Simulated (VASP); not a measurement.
Output of a VASP run:

**OSZICAR**
```
       N       E                     dE             d eps       ncg     rms          rms(c)
DAV:   1     0.233711589542E+03    0.23371E+03   -0.17453E+04  2382   0.205E+03
DAV:   2     0.231404734681E+02   -0.21057E+03   -0.20833E+03  2320   0.557E+02
DAV:   3    -0.999144089438E+00   -0.24140E+02   -0.23927E+02  4010   0.120E+02
DAV:   4    -0.290225098049E+01   -0.19031E+01   -0.18884E+01  2310   0.394E+01
DAV:   5    -0.303080936507E+01   -0.12856E+00   -0.12840E+00  3334   0.613E+00    0.389E+00
DAV:   6    -0.301998748147E+01    0.10822E-01   -0.10790E-02  2460   0.175E+00    0.227E+00
DAV:   7    -0.300804309465E+01    0.11944E-01   -0.17412E-02  2854   0.209E+00    0.151E-01
DAV:   8    -0.300784087112E+01    0.20222E-03   -0.11390E-03  2758   0.558E-01    0.799E-02
DAV:   9    -0.300783144855E+01    0.94226E-05   -0.66836E-05  2652   0.129E-01    0.921E-03
DAV:  10    -0.300783099226E+01    0.45630E-06   -0.11175E-05  2764   0.386E-02    0.299E-03
DAV:  11    -0.300783129243E+01   -0.30017E-06   -0.25256E-07  1388   0.657E-03
   1 F= -.30078313E+01 E0= -.30072652E+01  d E =-.169814E-02
```

### OUTCAR
```
------------------------ aborting loop because EDIFF is reached ----------------------------------------
  FORCE on cell =-STRESS in cart. coord.  units (eV):
  Direction    XX          YY          ZZ          XY          YZ          ZX
  --------------------------------------------------------------------------------------
  Total       -0.7658169     -0.7658172     -0.9704724      0.0000000      0.0000000     -0.0000000
  in kB      -24.8688945    -24.8689054    -31.5148140      0.0000000      0.0000000     -0.0000000
  external PRESSURE =     -27.0842046 kB  Pullay stress =       0.0000000 kB
  volume of cell :       49.34
      direct lattice vectors                 reciprocal lattice vectors
     1.637100000 -2.835541000  0.000000000     0.305418117 -0.176333194  0.000000000
     1.637100000  2.835541000  0.000000000     0.305418117  0.176333194  0.000000000
     0.000000000  0.000000000  5.314200000     0.000000000  0.000000000  0.188175078
 POSITION                                       TOTAL-FORCE (eV/Angst)
 -----------------------------------------------------------------------------------
      1.63710      0.94518      1.32855         0.000000      0.000000      0.000000
      1.63710     -0.94518      3.98565        -0.000000     -0.000000      0.000000
 -----------------------------------------------------------------------------------
    total drift:                               -0.000557      0.001455      0.000003
  FREE ENERGIE OF THE ION-ELECTRON SYSTEM (eV)
  ---------------------------------------------------
  free  energy   TOTEN  =        -3.0078312924 eV

  energy  without entropy=       -3.0061331481  energy(sigma->0) =       -3.00726524
```
(Selected blocks of OUTCAR.)

### POSCAR
```
Mg
1
    1.6371000000    -2.8355410000     0.0000000000
    1.6371000000     2.8355410000     0.0000000000
    0.0000000000     0.0000000000     5.3142000000
Mg
2
Direct
  0.3333330000   0.6666670000   0.2500000000
  0.6666670000   0.3333330000   0.7500000000
```

Q: Write an INCAR and KPOINTS that could have produced this output.

A: Several could match; the one computed here: the input of the run itself, PBE GGA, plane waves, VASP's PBE PAW potentials (set 64).

INCAR:
```
! general
SYSTEM = Mg
PREC   = Accurate
ENCUT  = 800
LREAL  = F
LASPH  = T

! electronic loop
EDIFF  = 1E-6
NELM   = 100
ALGO   = Normal

! smearing
ISMEAR = 1
SIGMA  = 0.1

! functional
GGA    = PE

! ions
ISIF   = 2

! output
LWAVE  = F
LCHARG = F
```

**KPOINTS**
```
Automatic mesh
0
Gamma
12 12 6
0 0 0
```

POTCAR, in this order: Mg_sv (PBE.64 set). Program: vasp_std.

The compound is Mg in the hcp structure. The cell was not relaxed at this level. The run is one of a series of settings (ENCUT = 800, POTCAR Mg_sv (PBE.64 set) against the base run), some of them coarse on purpose.
